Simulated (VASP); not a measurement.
A VASP calculation is set up with these files.

KPOINTS:
```
K-points
0
Gamma
 13 13 13
```

INCAR:
```
! general
SYSTEM  = CoO
PREC    = Accurate
ENCUT   = 520
LREAL   = F   ! projection in real space or not
LASPH   = T

! electronic loop
EDIFF   = 1E-6
NELM    = 100   ! most electronic steps
ALGO    = Normal   ! blocked Davidson
LMAXMIX = 4   ! l cut-off of mixed one-centre charges

! smearing
ISMEAR  = 1
SIGMA   = 0.1   ! width (eV)

! functional
GGA     = PS   ! PBEsol

! spin
ISPIN   = 2   ! spin-polarised
MAGMOM  = 2.5 0.5

! ions
IBRION  = 2   ! conjugate gradients
NSW     = 60   ! most ionic steps
ISIF    = 3   ! ions, shape and volume
EDIFFG  = -0.01

! output
LWAVE   = F
LCHARG  = F
LORBIT  = 10
```

POSCAR:
```
CoO
1.0
  2.5694829743   0.0000000000   0.0000000000
  0.0000000000   2.5694829743   0.0000000000
  0.0000000000   0.0000000000   2.5694829743
Co O
1 1
direct
  0.0000000000   0.0000000000   0.0000000000
  0.5000000000   0.5000000000   0.5000000000
```

POTCAR, in this order: Co O (PBE.64 set). Program: vasp_std.

Task: Translate this PBEsol calculation to Quantum ESPRESSO's pw.x.

Result: One equivalent input (not run):
```
&CONTROL
  calculation = 'vc-relax'
  pseudo_dir = './pseudo'
  outdir = './out'
  tprnfor = .true.
  tstress = .true.
  nstep = 60
  forc_conv_thr = 0.00039
/
&SYSTEM
  ibrav = 0
  nat = 2
  ntyp = 2
  ecutwfc = 96
  occupations = 'smearing'
  smearing = 'methfessel-paxton'
  degauss = 0.00735
  input_dft = 'pbesol'
  nspin = 2
  starting_magnetization(1) = 0.25
  starting_magnetization(2) = 0.05
/
&ELECTRONS
  conv_thr = 7.3e-08
  electron_maxstep = 100
/
&IONS
/
&CELL
/
ATOMIC_SPECIES
  Co 58.933 Co.upf
  O 15.999 O.upf
CELL_PARAMETERS angstrom
     2.5694830   -0.0000000   -0.0000000
     0.0000000    2.5694830   -0.0000000
     0.0000000    0.0000000    2.5694830
ATOMIC_POSITIONS crystal
  Co   0.0000000  0.0000000  0.0000000
  O    0.5000000  0.5000000  0.5000000
K_POINTS automatic
  13 13 13 0 0 0
```
What does not carry over: the potentials are each code's own (VASP's PAW set, PseudoDojo norm-conserving files in pw.x), so ENCUT and ecutwfc are chosen apart and not converted; conv_thr bounds pw.x's estimated SCF error, while EDIFF bounds the energy change between steps; starting_magnetization is a fraction of the valence charge and MAGMOM a moment in μB, so they match only roughly; forc_conv_thr acts on force components and is met together with etot_conv_thr.

The structure was generated: CoO was put into the CsCl type type (Pm-3m), which need not be its known phase. This run relaxes it. Symmetry was kept, so distortions that lower it aren't found. The start is the result of an earlier pass.
